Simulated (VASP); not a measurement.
Here is a VASP 6.6.1 calculation.

INCAR

```
SYSTEM = As
  PREC = Accurate
  ENCUT = 600
  EDIFF = 1E-6
  ISMEAR = 0
  SIGMA = 0.03
  LREAL = .False.
  LASPH = .True.
  NELM = 120
  ALGO = Normal
  ISIF = 3
  LWAVE = .False.
  LCHARG = .False.
  GGA = PS
  IVDW = 13
  IBRION = 2
  NSW = 60
  EDIFFG = -0.005
  LATTICE_CONSTRAINTS = .TRUE. .TRUE. .FALSE.
  KPAR = 4
```

The input KPOINTS:

```
Automatic mesh
0
Gamma
  12 12 1
  0 0 0
```

POSCAR

```
As
1.0
    3.6000000000      0.0000000000      0.0000000000
   -1.8000000000      3.1176914500      0.0000000000
    0.0000000000      0.0000000000     17.4000000000
As
2
Direct
    0.3333330000      0.6666670000      0.4597701100
    0.6666670000      0.3333330000      0.5402298900
```

Potentials or basis: VASP PAW PBE potentials, release 64 (As).

Run with:

```console
$ cat potpaw_PBE.64/As/POTCAR > POTCAR
$ mpirun -np 4 vasp_std > vasp.out
```

Task: Estimate the dispersion energy per atom.

Result: -0.119 eV.

Task: Estimate the relaxed cell.

Result: a = 3.530 Å, b = 3.530 Å, c = 17.400 Å, α = 90.00°, β = 90.00°, γ = 120.00°.

Task: What does it give for the space group after relaxing (to 0.05 Å)?

Result: P-3m1 (No. 164).

Task: Estimate the band gap on the k mesh.

Result: 1.41 eV, indirect (least direct gap 2.10 eV).

Final structure:
```
As
1.0
     3.52992    0.00000    0.00000
    -1.76496    3.05700    0.00000
     0.00000    0.00000   17.40000
As
2
Direct
  0.33333 0.66667 0.45975
  0.66667 0.33333 0.54025
```

 PBEsol gaps usually lie below the measured ones, often by a third to a half.
